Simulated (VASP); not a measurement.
Level of theory: PBE GGA, VASP's PBE PAW potentials (set 64) (plane waves; VASP).

A VASP calculation is set up with these files.

POSCAR:
```
GaN
1
    1.6095764798    -2.7878682026     0.0000000000
    1.6095764798     2.7878682026     0.0000000000
    0.0000000000     0.0000000000     5.2396186207
Ga N
2 2
Direct
  0.6666670000   0.3333330000   0.5000411912
  0.3333330000   0.6666670000   0.0000411912
  0.6666670000   0.3333330000   0.8769588088
  0.3333330000   0.6666670000   0.3769588088
```

INCAR:
```
# general
SYSTEM =GaN
PREC   =Accurate
ENCUT  =620   # plane-wave cut-off (eV)
LREAL  =.False.   # projection in real space or not
LASPH  =.True.   # aspherical one-centre terms

# electronic loop
EDIFF  =1E-6   # SCF stop (eV)
NELM   =100
ALGO   =Normal
LMAXMIX=4   # l cut-off of mixed one-centre charges

# smearing
ISMEAR =0
SIGMA  =0.05

# functional
GGA    =PE

# ions
IBRION =2
NSW    =40
ISIF   =3
EDIFFG =-0.02   # ionic stop
PSTRESS=50

# output
LWAVE  =.False.
LCHARG =.False.
```

### KPOINTS
```
K-points
0
Gamma
 8 8 4
```

POTCAR, in this order: Ga_d N (PBE.64 set). Program: vasp_std.

Output

OSZICAR:
```
       N       E                     dE             d eps       ncg     rms          rms(c)
DAV:   1     0.297669502398E+03    0.29767E+03   -0.20494E+04  1360   0.336E+03
DAV:   2     0.125573605514E+02   -0.28511E+03   -0.27710E+03  1402   0.575E+02
DAV:   3    -0.265354998044E+02   -0.39093E+02   -0.38543E+02  1512   0.166E+02
DAV:   4    -0.282327611338E+02   -0.16973E+01   -0.16919E+01  1840   0.372E+01
DAV:   5    -0.282602872180E+02   -0.27526E-01   -0.27518E-01  1458   0.435E+00    0.108E+01
DAV:   6    -0.242218556996E+02    0.40384E+01   -0.15337E+01  2364   0.574E+01    0.306E+00
DAV:   7    -0.243542698946E+02   -0.13241E+00   -0.17943E+00  1446   0.122E+01    0.267E+00
DAV:   8    -0.243571562983E+02   -0.28864E-02   -0.32114E-01  2150   0.881E+00    0.949E-01
DAV:   9    -0.243306269308E+02    0.26529E-01   -0.13280E-01  2346   0.612E+00    0.352E-01
DAV:  10    -0.243317165934E+02   -0.10897E-02   -0.70814E-03  1576   0.937E-01    0.174E-01
DAV:  11    -0.243316818037E+02    0.34790E-04   -0.14462E-03  1978   0.697E-01    0.299E-02
DAV:  12    -0.243316925459E+02   -0.10742E-04   -0.19602E-04  1516   0.109E-01    0.134E-02
DAV:  13    -0.243316937801E+02   -0.12342E-05   -0.28836E-05  1764   0.128E-01    0.407E-03
DAV:  14    -0.243316940472E+02   -0.26708E-06   -0.33018E-06  1448   0.340E-02
   1 F= -.22864211E+02 E0= -.22864211E+02  d E =-.228642E+02
       N       E                     dE             d eps       ncg     rms          rms(c)
DAV:   1    -0.250853576592E+02   -0.75366E+00   -0.11912E+01  1644   0.779E+01    0.569E+00
DAV:   2    -0.244466112790E+02    0.63875E+00   -0.16506E+00  1826   0.342E+01    0.265E+00
DAV:   3    -0.242729222834E+02    0.17369E+00   -0.33660E-01  2112   0.124E+01    0.596E-01
DAV:   4    -0.242659264150E+02    0.69959E-02   -0.39331E-02  1320   0.200E+00    0.446E-01
DAV:   5    -0.242562676488E+02    0.96588E-02   -0.11512E-02  2128   0.104E+00    0.137E-01
DAV:   6    -0.242551433795E+02    0.11243E-02   -0.22737E-03  1606   0.583E-01    0.326E-02
DAV:   7    -0.242551407869E+02    0.25926E-05   -0.49995E-05  1618   0.692E-02    0.346E-02
DAV:   8    -0.242551421909E+02   -0.14040E-05   -0.87939E-05  1912   0.102E-01    0.125E-02
DAV:   9    -0.242551388228E+02    0.33682E-05   -0.12573E-05  1960   0.465E-02    0.192E-02
DAV:  10    -0.242551379531E+02    0.86968E-06   -0.25166E-06  1216   0.158E-02
   2 F= -.22865301E+02 E0= -.22865301E+02  d E =-.108976E-02
       N       E                     dE             d eps       ncg     rms          rms(c)
DAV:   1    -0.245040501076E+02   -0.24891E+00   -0.29859E+00  1626   0.416E+01    0.268E+00
DAV:   2    -0.243609473659E+02    0.14310E+00   -0.35200E-01  1902   0.155E+01    0.132E+00
DAV:   3    -0.243163716735E+02    0.44576E-01   -0.99638E-02  2046   0.765E+00    0.259E-01
DAV:   4    -0.243150886046E+02    0.12831E-02   -0.12788E-02  1320   0.106E+00    0.232E-01
DAV:   5    -0.243139314938E+02    0.11571E-02   -0.81405E-04  1936   0.255E-01    0.169E-01
DAV:   6    -0.243125090444E+02    0.14224E-02   -0.16011E-03  1880   0.560E-01    0.220E-02
DAV:   7    -0.243125087229E+02    0.32149E-06   -0.59970E-05  1678   0.805E-02    0.131E-02
DAV:   8    -0.243125087520E+02   -0.29145E-07   -0.10370E-05  1900   0.298E-02    0.660E-03
DAV:   9    -0.243125086691E+02    0.82887E-07   -0.45432E-07   804   0.190E-02
   3 F= -.22885093E+02 E0= -.22885093E+02  d E =-.208813E-01
```

File OUTCAR:
```
------------------------ aborting loop because EDIFF is reached ----------------------------------------
  FORCE on cell =-STRESS in cart. coord.  units (eV):
  Direction    XX          YY          ZZ          XY          YZ          ZX
  --------------------------------------------------------------------------------------
  Total        1.4211425      1.4211424      1.4398110      0.0000000      0.0000000      0.0000000
  in kB       49.7802523     49.7802509     50.4341794      0.0000000      0.0000000      0.0000000
  external PRESSURE =      -0.0017725 kB  Pullay stress =      50.0000000 kB
  volume of cell :       45.74
      direct lattice vectors                 reciprocal lattice vectors
     1.594554773 -2.761849844  0.000000000     0.313567153 -0.181038083  0.000000000
     1.594554773  2.761849844  0.000000000     0.313567153  0.181038083  0.000000000
     0.000000000  0.000000000  5.193039199     0.000000000  0.000000000  0.192565463
  FREE ENERGIE OF THE ION-ELECTRON SYSTEM (eV)
  ---------------------------------------------------
  free  energy   TOTEN  =       -24.3125086691 eV

  energy  without entropy=      -24.3125086691  energy(sigma->0) =      -24.31250867
  enthalpy is  TOTEN    =       -22.8850927901 eV   P V=        1.4274158790

 reached required accuracy - stopping structural energy minimisation
```
(Selected blocks of OUTCAR.)

File CONTCAR:
```
GaN
   1.00000000000000
     1.5945547734375856   -2.7618498443505310    0.0000000000000000
     1.5945547734375856    2.7618498443505310    0.0000000000000000
     0.0000000000000000    0.0000000000000000    5.1930391991799496
  Ga              N
     2     2
Direct
     0.6666669999999968    0.3333330000000032    0.5000553221265580
     0.3333330000000032    0.6666669999999968    0.0000553221265581
     0.6666669999999968    0.3333330000000032    0.8769446778734373
     0.3333330000000032    0.6666669999999968    0.3769446778734373
```

### OUTCAR
```
 val. band max:        5.3055328997   @ k =   0.0000   0.0000   0.0000

 cond. band min:       7.2112033009   @ k =   0.0000   0.0000   0.0000


 Fermi energy:         5.5880761945

 k-point     1 :       0.0000    0.0000    0.0000
  band No.  band energies     occupation
      1     -10.6636      2.00000
      2      -9.7472      2.00000
      3      -8.1312      2.00000
      4      -8.1165      2.00000
      5      -8.1165      2.00000
      6      -8.0555      2.00000
      7      -8.0555      2.00000
      8      -7.8642      2.00000
      9      -7.8642      2.00000
     10      -7.7665      2.00000
     11      -7.7665      2.00000
     12      -6.5336      2.00000
     13      -1.7321      2.00000
     14       4.2747      2.00000
     15       4.2748      2.00000
     16       5.2704      2.00000
     17       5.3055      2.00000
     18       5.3055      2.00000
     19       7.2112      0.00000
     20       9.5482      0.00000
     21      14.4966      0.00000
     22      15.1917      0.00000

 k-point     2 :       0.1250    0.0000    0.0000
  band No.  band energies     occupation
      1     -10.5142      2.00000
      2      -9.7095      2.00000
      3      -8.1149      2.00000
      4      -8.0952      2.00000
      5      -8.0675      2.00000
      6      -8.0358      2.00000
      7      -8.0257      2.00000
      8      -7.8769      2.00000
      9      -7.8649      2.00000
     10      -7.7906      2.00000
     11      -7.7631      2.00000
     12      -6.4278      2.00000
     13      -1.5118      2.00000
     14       3.2192      2.00000
     15       3.9665      2.00000
     16       4.1457      2.00000
     17       5.1147      2.00000
     18       5.1664      2.00000
     19       8.2580      0.00000
     20      10.4086      0.00000
     21      13.9366      0.00000
     22      14.4386      0.00000

 k-point     3 :       0.2500    0.0000    0.0000
  band No.  band energies     occupation
      1     -10.1630      2.00000
...
```

Energy and stress use the plane-wave basis of the starting cell.

The compound is GaN in the wurtzite structure. This run relaxes it under an external pressure of 5 GPa. Symmetry was kept, so distortions that lower it aren't found.
